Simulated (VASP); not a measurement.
OSZICAR of a VASP run on Zn₄O₃S (ordered alloy cell):

File OSZICAR:
```
       N       E                     dE             d eps       ncg     rms          rms(c)
DAV:   1     0.698899099977E+03    0.69890E+03   -0.34239E+04  4988   0.224E+03
DAV:   2     0.715416446872E+02   -0.62736E+03   -0.60619E+03  5084   0.509E+02
DAV:   3    -0.328401354789E+02   -0.10438E+03   -0.10247E+03  5354   0.191E+02
DAV:   4    -0.385212405041E+02   -0.56811E+01   -0.56421E+01  5930   0.468E+01
DAV:   5    -0.385992291120E+02   -0.77989E-01   -0.77860E-01  5801   0.575E+00    0.189E+01
DAV:   6    -0.327617854927E+02    0.58374E+01   -0.22362E+01  8169   0.737E+01    0.120E+01
DAV:   7    -0.330851187938E+02   -0.32333E+00   -0.62859E+00  5228   0.184E+01    0.773E+00
DAV:   8    -0.331934718638E+02   -0.10835E+00   -0.26573E+00  7581   0.125E+01    0.321E+00
DAV:   9    -0.329948866480E+02    0.19859E+00   -0.86177E-01  7748   0.115E+01    0.785E-01
DAV:  10    -0.330130706616E+02   -0.18184E-01   -0.19465E-01  5225   0.254E+00    0.342E-01
DAV:  11    -0.330134118532E+02   -0.34119E-03   -0.10155E-02  5838   0.727E-01    0.199E-01
DAV:  12    -0.330135341512E+02   -0.12230E-03   -0.64000E-04  6737   0.413E-01    0.182E-01
DAV:  13    -0.330134402496E+02    0.93902E-04   -0.50367E-04  5865   0.182E-01    0.603E-02
DAV:  14    -0.330134220394E+02    0.18210E-04   -0.27923E-04  6545   0.178E-01    0.117E-02
DAV:  15    -0.330134282393E+02   -0.61999E-05   -0.52587E-05  5692   0.898E-02    0.117E-02
DAV:  16    -0.330134284633E+02   -0.22399E-06   -0.59649E-06  5714   0.441E-02
   1 F= -.33013428E+02 E0= -.33013398E+02  d E =-.616941E-04
```

Task: Which electronic solver shows in the log?

Result: It is blocked Davidson (ALGO = Normal, or the opening steps of other solvers). The INCAR had ALGO = Normal.

Task: Can the final energy be trusted as converged?

Result: The run converged. It stopped with EDIFF = 1E-6, NELM = 100 (PBE GGA, plane waves, VASP's PBE PAW potentials (set 64)).

The structure was generated: Zn4O3S was put into an ordered model structure (Pm), which need not be its known phase. It was relaxed first.
